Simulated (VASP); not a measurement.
Output of a VASP run:

OUTCAR:
```
 ion  position               nearest neighbor table
   1  0.000  0.000  0.000-   2 2.81   2 2.81   2 2.81   2 2.81
   2  0.250  0.250  0.250-   1 2.81   1 2.81   1 2.81   1 2.81
  LATTYP: Found a face centered cubic cell.
 ALAT       =     6.5006564954
 Subroutine PRICEL returns:
 Original cell was already a primitive cell.
 Subroutine GETGRP returns: Found 24 space group operations
The static configuration has the point symmetry T_d .
The dynamic configuration has the point symmetry T_d .
 Subroutine INISYM returns: Found 24 space group operations
 Subroutine IBZKPT returns following result:
 Found     20 irreducible k-points:

 Following reciprocal coordinates:
            Coordinates               Weight
  0.000000  0.000000  0.000000      1.000000
  0.142857  0.000000  0.000000      8.000000
  0.285714  0.000000  0.000000      8.000000
  0.428571  0.000000  0.000000      8.000000
  0.142857  0.142857  0.000000      6.000000
  0.285714  0.142857  0.000000     24.000000
  0.428571  0.142857  0.000000     24.000000
 -0.428571  0.142857  0.000000     24.000000
 -0.285714  0.142857  0.000000     24.000000
 -0.142857  0.142857  0.000000     12.000000
  0.285714  0.285714  0.000000      6.000000
  0.428571  0.285714  0.000000     24.000000
 -0.428571  0.285714  0.000000     24.000000
 -0.285714  0.285714  0.000000     12.000000
  0.428571  0.428571  0.000000      6.000000
 -0.428571  0.428571  0.000000     12.000000
  0.428571  0.285714  0.142857     24.000000
 -0.428571  0.285714  0.142857     48.000000
 -0.428571  0.428571  0.142857     24.000000
 -0.285714  0.428571  0.142857     24.000000
   k-points           NKPTS =     20   k-points in BZ     NKDIM =     20   number of bands    NBANDS=     13
   number of dos      NEDOS =    301   number of ions     NIONS =      2
   total plane-waves  NPLWV =  46656
   dimension x,y,z NGX =    36 NGY =   36 NGZ =   36
   dimension x,y,z NGXF=    72 NGYF=   72 NGZF=   72
   ions per type =               1   1
   PREC   = accura    normal or accurate (medium, high low for compatibility)
   ISTART =      0    job   : 0-new  1-cont  2-samecut
   ICHARG =      2    charge: 1-file 2-atom 10-const
   ISPIN  =      1    spin polarized calculation?
   LNONCOLLINEAR =      F non collinear calculations
   LSORBIT =      F    spin-orbit coupling
   INIWAV =      1    electr: 0-lowe 1-rand  2-diag
   ENCUT  =  520.0 eV  38.22 Ry    6.18 a.u.   8.55  8.55  8.55*2*pi/ulx,y,z
   NELM   =    100;   NELMIN=  2; NELMDL= -5     # of ELM steps
   EDIFF  = 0.1E-06   stopping-criterion for ELM
   LREAL  =      F    real-space projection
   NLSPLINE    = F    spline interpolate recip. space projectors
   LMAXMIX     =    4 max onsite mixed and CHGCAR
   VOSKOWN=      0    Vosko Wilk Nusair interpolation
   EDIFFG = 0.1E-05   stopping-criterion for IOM
   NSW    =      0    number of steps for IOM
   NBLOCK =      1;   KBLOCK =      1    inner block; outer block
   IBRION =     -1    ionic relax: 0-MD 1-quasi-New 2-CG
   NFREE  =      0    steps in history (QN), initial steepest desc. (CG)
   ISIF   =      2    stress and relaxation
   ISYM   =      2    0-nonsym 1-usesym 2-fastsym
   TEIN   =    0.0    initial temperature
   TEBEG  =    0.0;   TEEND  =   0.0 temperature during run
   SMASS  =  -3.00    Nose mass-parameter (am)
   PSTRESS=    0.0 pullay stress
   NELECT =      18.0000    total number of electrons
   EFERMI =   0.00;   METHOD = LEGACY
   ISMEAR =     0;   SIGMA  =   0.05  broadening in eV -4-tet -1-fermi 0-gaus
   IALGO  =     38    algorithm
   LDIAG  =      T    sub-space diagonalisation (order eigenvalues)
   IMIX   =      4    mixing-type and parameters
     AMIX     =   0.40;   BMIX     =  1.00
     AMIX_MAG =   1.60;   BMIX_MAG =  1.00
     AMIN     =   0.10
   GGA     = MK    functional components
   VOSKOWN =     0    Vosko Wilk Nusair interpolation
   LHFCALC =     F    Hartree Fock is set to
   LHFONE  =     F    Hartree Fock one center treatment
...
```

**OSZICAR**
```
       N       E                     dE             d eps       ncg     rms          rms(c)
DAV:   1     0.112884503540E+03    0.11288E+03   -0.85962E+03   520   0.121E+03
DAV:   2     0.432421659212E+01   -0.10856E+03   -0.10488E+03   580   0.280E+02
DAV:   3    -0.353587298154E+00   -0.46778E+01   -0.46600E+01   635   0.610E+01
DAV:   4    -0.404036395589E+00   -0.50449E-01   -0.50443E-01   737   0.545E+00
DAV:   5    -0.404229390094E+00   -0.19299E-03   -0.19299E-03   600   0.293E-01    0.554E+00
DAV:   6    -0.178561140835E+00    0.22567E+00   -0.49213E-01   570   0.927E+00    0.455E+00
DAV:   7    -0.163546824102E+00    0.15014E-01   -0.11643E-01   585   0.251E+00    0.175E+00
DAV:   8    -0.163622364632E+00   -0.75541E-04   -0.94985E-03   530   0.137E+00    0.518E-01
DAV:   9    -0.163707717760E+00   -0.85353E-04   -0.82060E-04   575   0.347E-01    0.102E-01
DAV:  10    -0.163723921592E+00   -0.16204E-04   -0.10283E-04   545   0.114E-01    0.466E-02
DAV:  11    -0.163736580051E+00   -0.12658E-04   -0.34394E-05   545   0.482E-02    0.312E-02
DAV:  12    -0.163735289567E+00    0.12905E-05   -0.32341E-06   564   0.153E-02    0.160E-02
DAV:  13    -0.163735212772E+00    0.76795E-07   -0.21277E-07   600   0.331E-03
   1 F= -.16373521E+00 E0= -.16373521E+00  d E =-.571323E-12
```

OUTCAR:
```
------------------------ aborting loop because EDIFF is reached ----------------------------------------
  FORCE on cell =-STRESS in cart. coord.  units (eV):
  Direction    XX          YY          ZZ          XY          YZ          ZX
  --------------------------------------------------------------------------------------
  Total        0.5309477      0.5309477      0.5309477      0.0000000      0.0000000      0.0000000
  in kB       12.3865595     12.3865595     12.3865595      0.0000000      0.0000000      0.0000000
  external PRESSURE =      12.3865595 kB  Pullay stress =       0.0000000 kB
  volume of cell :       68.68
      direct lattice vectors                 reciprocal lattice vectors
     0.000000000  3.250328248  3.250328248    -0.153830617  0.153830617  0.153830617
     3.250328248  0.000000000  3.250328248     0.153830617 -0.153830617  0.153830617
     3.250328248  3.250328248  0.000000000     0.153830617  0.153830617 -0.153830617
  FREE ENERGIE OF THE ION-ELECTRON SYSTEM (eV)
  ---------------------------------------------------
  free  energy   TOTEN  =        -0.1637352128 eV

  energy  without entropy=       -0.1637352128  energy(sigma->0) =       -0.16373521
```
(Selected blocks of OUTCAR.)

**POSCAR**
```
CdTe
1
    0.0000000000     3.2503282477     3.2503282477
    3.2503282477     0.0000000000     3.2503282477
    3.2503282477     3.2503282477     0.0000000000
Cd Te
1 1
Direct
  0.0000000000   0.0000000000   0.0000000000
  0.2500000000   0.2500000000   0.2500000000
```

Q: Write an INCAR and KPOINTS that could have produced this output.

A: Several could match; the one computed here: the input of the run itself, rev-vdW-DF2, plane waves, VASP's PBE PAW potentials (set 64).

KPOINTS:
```
Automatic mesh
0
Gamma
7 7 7
0 0 0
```

### INCAR
```
SYSTEM  =  CdTe
PREC  =  Accurate; ENCUT  =  520; LREAL  =  .FALSE.
LASPH  =  .TRUE.
EDIFF  =  1E-7; NELM  =  100; ALGO  =  Normal
LMAXMIX  =  4
ISMEAR  =  0; SIGMA  =  0.05
GGA  =  MK; LUSE_VDW  =  .TRUE.; AGGAC  =  0.0
PARAM1  =  0.1234568; PARAM2  =  0.7114; ZAB_VDW  =  -1.8867
ISIF  =  2
LWAVE  =  .FALSE.; LCHARG  =  .FALSE.
```

POTCAR, in this order: Cd Te (PBE.64 set). Program: vasp_std.

The compound is CdTe in the zinc blende structure. This cell is one point of a volume scan, at 0.97 of the reference volume.
